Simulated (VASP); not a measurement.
# Be27NO in VASP: further runs

The runs below take Be27NO through single point, with PBE.

All numbers are computed with VASP 6.6.1; they aren't measurements. Logs are shortened: lines on timing, memory, paths and dates and some standing lists are left out, and cuts for length are marked.

## (1) Starting point

The cell holds a slab with vacuum, 29 atoms: a = 6.870 Å, b = 6.870 Å, c = 17.588 Å, α = 90.00°, β = 90.00°, γ = 60.00°.

The cell was built by a generator and needn't be a form met in nature.

## (2) Single point, PBE

Input file INCAR:

```
  PREC = Accurate
  ENCUT = 520
  EDIFF = 1E-6
  ISMEAR = -1
  SIGMA = 0.05
  LREAL = Auto
  LASPH = True
  NELM = 80
  ALGO = Fast
  ISIF = 2
  LWAVE = False
  LCHARG = False
  GGA = PE
  NBANDS = 52
```

Input file KPOINTS:

```
Automatic mesh
0
Gamma
  3 3 1
```

Input file POSCAR:

```
Be27NO
1.0
    6.8700000000      0.0000000000      0.0000000000
    3.4350000000      5.9495950000      0.0000000000
    0.0000000000      0.0000000000     17.5884300000
Be N O
27 1 1
Direct
    0.0000000000      0.0000000000      0.0568555579
    0.3333333333      0.0000000000      0.0568555579
    0.6666666667      0.0000000000      0.0568555579
   -0.0000001401      0.3333336135      0.0568555579
    0.3333331933      0.3333336135      0.0568555579
    0.6666665266      0.3333336135      0.0568555579
   -0.0000002801      0.6666672269      0.0568555579
    0.3333330532      0.6666672269      0.0568555579
    0.6666663865      0.6666672269      0.0568555579
   -0.1032636444      0.2126699380      0.1686847547
    0.2227677159      0.2274776686      0.1680650291
    0.5448697011      0.2251077594      0.1663707335
   -0.1214545913      0.5557184985      0.1686051569
    0.2284066584      0.5479028404      0.1684175336
    0.5546431284      0.5636686195      0.1678319213
   -0.1085670547      0.8936406596      0.1685483014
    0.2156285982      0.8856569229      0.1674396180
    0.5602444046      0.8784631559      0.1673827624
    0.0072451697     -0.0004874281      0.2739130212
    0.3243929075      0.0005882753      0.2746009735
    0.6669206245      0.0263043115      0.2673916887
    0.0001188083      0.3296022670      0.2755788891
    0.3240806151      0.3347790900      0.2735036612
    0.6692170441      0.3367624183      0.2736401146
    0.0041221190      0.6539100561      0.2722528389
    0.3336448503      0.6622299501      0.2768126547
    0.6698539773      0.6565656990      0.2742939535
    0.6882716184      0.9432238665      0.3665705239
    0.6908484335      0.8604283149      0.4310390410
```

Potentials or basis: VASP PAW PBE potentials, release 64 (Be, N, O).

On the command line:

```
cat potpaw_PBE.64/Be/POTCAR potpaw_PBE.64/N/POTCAR potpaw_PBE.64/O/POTCAR > POTCAR
mpirun -np 1 vasp_std > vasp.out
```

OUTCAR:

```text
PREC = Accurate
   ENCUT = 520
   EDIFF = 1E-6
   ISMEAR = -1
   LREAL = Auto
   LASPH = True
   NELM = 80
   ISIF = 2
   GGA = PE

 ion  position               nearest neighbor table
   1  0.000  0.000  0.057-   7 2.29   8 2.29   2 2.29   3 2.29   4 2.29   6 2.29  17 2.33  10 2.34
                            16 2.34
   2  0.333  0.000  0.057-   8 2.29   9 2.29   1 2.29   3 2.29   4 2.29   5 2.29  18 2.37  11 2.38
                            17 2.39
   3  0.667  0.000  0.057-   7 2.29   9 2.29   1 2.29   2 2.29   6 2.29   5 2.29  12 2.35  18 2.37
                            16 2.38
   4  1.000  0.333  0.057-   6 2.29   5 2.29   7 2.29   9 2.29   2 2.29   1 2.29  11 2.36  13 2.37
                            10 2.38
   5  0.333  0.333  0.057-   6 2.29   4 2.29   8 2.29   7 2.29   3 2.29   2 2.29  12 2.30  14 2.34
                            11 2.34
   6  0.667  0.333  0.057-   5 2.29   4 2.29   9 2.29   8 2.29   3 2.29   1 2.29  12 2.36  15 2.39
[... 14 lines left out ...]
                            16 2.37   4 2.37  14 2.38
  14  0.228  0.548  0.168-  12 2.20  11 2.22  23 2.24  25 2.26  17 2.28  15 2.30  26 2.31   5 2.34
                            16 2.35   8 2.37  13 2.38   7 2.39
  15  0.555  0.564  0.168-  18 2.18  13 2.20  27 2.25  17 2.27  14 2.30  24 2.30  26 2.33   9 2.33
                             8 2.36  12 2.36  10 2.38   6 2.39
  16  0.891  0.894  0.169-  21 2.20  17 2.20  10 2.21  19 2.27  25 2.32  18 2.33  12 2.33   1 2.34
                            14 2.35  13 2.37   3 2.38   7 2.38
  17  0.216  0.886  0.167-  16 2.20  10 2.22  19 2.25  15 2.27  14 2.28  20 2.31   1 2.33  26 2.34
                             8 2.34  18 2.34  11 2.37   2 2.39
  18  0.560  0.878  0.167-  15 2.18  13 2.20  27 2.30   9 2.32  21 2.33  16 2.33  12 2.33  17 2.34
                            20 2.35  11 2.36   2 2.37   3 2.37
  19  0.007  1.000  0.274-  20 2.18  10 2.24  22 2.24  17 2.25  21 2.25  16 2.27  26 2.28  24 2.32
                            25 2.39
  20  0.324  0.001  0.275-  19 2.18  22 2.24  26 2.29  23 2.29  17 2.31  11 2.31  18 2.35  27 2.37

  21  0.667  0.026  0.267-  28 1.82  12 2.14  24 2.14  16 2.20  23 2.25  19 2.25  18 2.33
  22  0.000  0.330  0.276-  25 2.24  19 2.24  23 2.24  20 2.24  24 2.25  27 2.26  10 2.29  11 2.31
                            13 2.31
  23  0.324  0.335  0.274-  25 2.20  11 2.23  14 2.24  22 2.24  21 2.25  26 2.28  20 2.29  12 2.30
                            24 2.38
  24  0.669  0.337  0.274-  21 2.14  27 2.20  22 2.25  26 2.27  10 2.29  15 2.30  19 2.32  12 2.35
                            23 2.38
  25  0.004  0.654  0.272-  23 2.20  22 2.24  13 2.26  14 2.26  27 2.29  26 2.29  16 2.32  19 2.39

  26  0.334  0.662  0.277-  24 2.27  19 2.28  23 2.28  27 2.29  20 2.29  25 2.29  14 2.31  15 2.33
                            17 2.34
  27  0.670  0.657  0.274-  24 2.20  13 2.24  15 2.25  22 2.26  25 2.29  26 2.29  18 2.30  20 2.37

  28  0.688  0.943  0.367-  29 1.26  21 1.82
  29  0.691  0.860  0.431-  28 1.26

  LATTYP: Found a hexagonal cell.
 ALAT       =     6.8700004122
 C/A-ratio  =     2.5601788857

[... 181 lines left out ...]
   ISMEAR =    -1;   SIGMA  =   0.05  broadening in eV -4-tet -1-fermi 0-gaus
   EFERMI_NEDOS =   21; number of points for ismear=-14 and -15
   IALGO  =     68    algorithm
   IMIX   =      4    mixing-type and parameters
     AMIX     =   0.40;   BMIX     =  1.00
     AMIX_MAG =   1.60;   BMIX_MAG =  1.00
  volume/ion in A,a.u.               =      24.79       167.29
  Fermi-wavevector in a.u.,A,eV,Ry     =   0.734777  1.388527  7.345748  0.539897
  Thomas-Fermi vector in A             =   1.827813
   LORBIT       =      0    0 simple, 1 ext, 2 COOP (PROOUT), +10 PAW based schemes
   GGA     = PE    functional components
   LHFCALC =     F    Hartree Fock is set to
   AEXX    =    0.0000 exact exchange contribution
   IVDW    =     0    specifies the selected vdW correction
   LEPSILON=     F    determine dielectric tensor
   LRPA    =     F    only Hartree local field effects (RPA)
 non-spin polarized calculation
 RMM-DIIS sequential band-by-band and
  energy-cutoff  :      520.00
  volume of cell :      718.90
 maximum number of plane-waves:     19389
 NGX is ok and might be reduce to    54
   NGX = 25   NGY = 25   NGZ = 65

 number of electron      64.9999999 magnetization

 Free energy of the ion-electron system (eV)
  ---------------------------------------------------
  ext. energy  EPLUGINS =         0.00000000
  ---------------------------------------------------
  free energy    TOTEN  =      -104.96630480 eV

  energy without entropy =     -104.87711105  energy(sigma->0) =     -104.92170792

 E-fermi :  -1.4446     XC(G=0):  -4.7190

 val. band max:       -1.4772242658   @ k =   0.3333   0.0000   0.0000
 cond. band min:      -1.4346601943   @ k =   0.3333   0.3333   0.0000
 fundamental gap:      0.0425640715
 Fermi energy:        -1.4445564122

 k-point     1 :       0.0000    0.0000    0.0000
  band No.  band energies     occupation
      1     -25.2862      2.00000
      2     -13.9796      2.00000
      3     -10.9252      2.00000
      4      -9.2153      2.00000
      5      -8.5518      2.00000
      6      -8.0565      2.00000
[... 224 lines left out ...]
     43       2.0272      0.00000
     44       2.7308      0.00000
 [bands above 44 left out]

------------------------ aborting loop because EDIFF is reached ----------------------------------------

  FORCE on cell =-STRESS in cart. coord.  units (eV):
  Direction    XX          YY          ZZ          XY          YZ          ZX
  --------------------------------------------------------------------------------------
  -------------------------------------------------------------------------------------
  Total      -21.1322090    -21.2137852    -13.1017456     -0.6221018      2.5689409      1.3121059
  in kB      -47.0960263    -47.2778299    -29.1990370     -1.3864391      5.7252372      2.9242079
  external PRESSURE =     -41.1909644 kB  Pullay stress =       0.0000000 kB

 VOLUME and BASIS-vectors are now :
 -----------------------------------------------------------------------------
  energy-cutoff  :      520.00
  volume of cell :      718.90
      direct lattice vectors                 reciprocal lattice vectors
     6.870000000  0.000000000  0.000000000     0.145560408 -0.084039334  0.000000000
     3.435000000  5.949595000  0.000000000     0.000000000  0.168078668  0.000000000
     0.000000000  0.000000000 17.588430000     0.000000000  0.000000000  0.056855558

 POSITION                                       TOTAL-FORCE (eV/Angst)
 -----------------------------------------------------------------------------------
      0.00000      0.00000      1.00000        -0.009563      0.002094      0.205095
      2.29000      0.00000      1.00000        -0.038377      0.008487      0.250394
      4.58000      0.00000      1.00000         0.027985      0.010159      0.541794
      8.01500      1.98320      1.00000        -0.013401      0.016586      0.317143
      3.43500      1.98320      1.00000        -0.052544      0.037869      0.169580
      5.72500      1.98320      1.00000         0.046303      0.015815      0.127348
[... 21 lines left out ...]
      7.96840      5.61180      6.44740        -1.308229     -1.999262      2.073086
      7.70170      5.11920      7.58130         1.216946      2.084146     -3.913914
 -----------------------------------------------------------------------------------
    total drift:                                0.001485     -0.002990      0.002464

  FREE ENERGIE OF THE ION-ELECTRON SYSTEM (eV)
  ---------------------------------------------------
  free  energy   TOTEN  =      -104.9663048017 eV

  energy  without entropy=     -104.8771110467  energy(sigma->0) =     -104.92170792
```

OSZICAR:

```text
N       E                     dE             d eps       ncg     rms          rms(c)
DAV:   1     0.266804098833E+03    0.26680E+03   -0.21556E+04   520   0.927E+02
DAV:   2    -0.756482809631E+02   -0.34245E+03   -0.32455E+03   708   0.188E+02
DAV:   3    -0.110586209768E+03   -0.34938E+02   -0.33711E+02   664   0.567E+01
[... 16 lines left out ...]
RMM:  20    -0.104966265519E+03   -0.14626E-03   -0.32768E-05   618   0.125E-02    0.198E-03
RMM:  21    -0.104966289827E+03   -0.24308E-04   -0.11526E-05   597   0.749E-03    0.128E-03
RMM:  22    -0.104966300156E+03   -0.10328E-04   -0.28676E-06   502   0.448E-03    0.512E-04
RMM:  23    -0.104966304517E+03   -0.43619E-05   -0.10658E-06   459   0.304E-03    0.172E-04
RMM:  24    -0.104966304802E+03   -0.28427E-06   -0.37141E-07   382   0.215E-03
   1 F= -.10496630E+03 E0= -.10492171E+03  d E =-.891938E-01
```

stdout:

```text
POSCAR found type information on POSCAR BeN O
 POSCAR found :  3 types and      29 ions
 scaLAPACK will be used
 LDA part: xc-table for (Slater+PW92), standard interpolation
 POSCAR, INCAR and KPOINTS ok, starting setup
 FFT: planning ... GRIDC
 FFT: planning ... GRID_SOFT
 FFT: planning ... GRID
 WAVECAR not read
 entering main loop
```

Wall time 12 min (1 thread of AMD EPYC 7R43 (Zen 3), shared host); peak memory 0.81 GiB.

What came out:

```yaml
Free_energy: -104.9663 eV
Largest_force: 4.598 eV/Å
Band_gap_on_the_k_mesh: none (metal or under the smearing width)
```

Forces on the atoms (eV/Å):
```
Be  -0.010  0.002  0.205
Be  -0.038  0.008  0.250
Be   0.028  0.010  0.542
Be  -0.013  0.017  0.317
Be  -0.053  0.038  0.170
Be   0.046  0.016  0.127
Be   0.001 -0.040  0.216
Be  -0.013 -0.036  0.325
Be  -0.049 -0.082  0.238
Be   0.004 -0.019 -0.253
Be  -0.012  0.045 -0.162
Be  -0.019  0.041 -0.263
Be   0.039 -0.061 -0.221
Be   0.013  0.031 -0.260
Be  -0.044  0.030 -0.193
Be  -0.068 -0.034 -0.314
Be   0.060  0.003 -0.186
Be   0.229  0.149 -0.181
Be   0.055 -0.026 -0.037
Be   0.147 -0.035 -0.188
Be  -0.655 -1.285  2.309
Be   0.050  0.088 -0.071
Be   0.223  0.159 -0.061
Be   0.042  0.331 -0.185
Be   0.094  0.278 -0.007
Be   0.059  0.094 -0.189
Be  -0.025  0.194 -0.089
N   -1.308 -1.999  2.073
O    1.217  2.084 -3.914
```

Levels at points of the mesh, in eV from the Fermi level:
```tsv
k point	band 28	band 29	band 30	band 31	band 32	band 33	band 34	band 35	band 36	band 37
(0.00, 0.00, 0.00)	-0.52	-0.48	-0.43	0.11	0.21	0.30	0.67	1.05	1.06	1.10
```

Caveat: an odd number of electrons without spin polarisation forces a metal; a magnetic or distorted state may lie lower.

(Continued in part 2 of 2.)
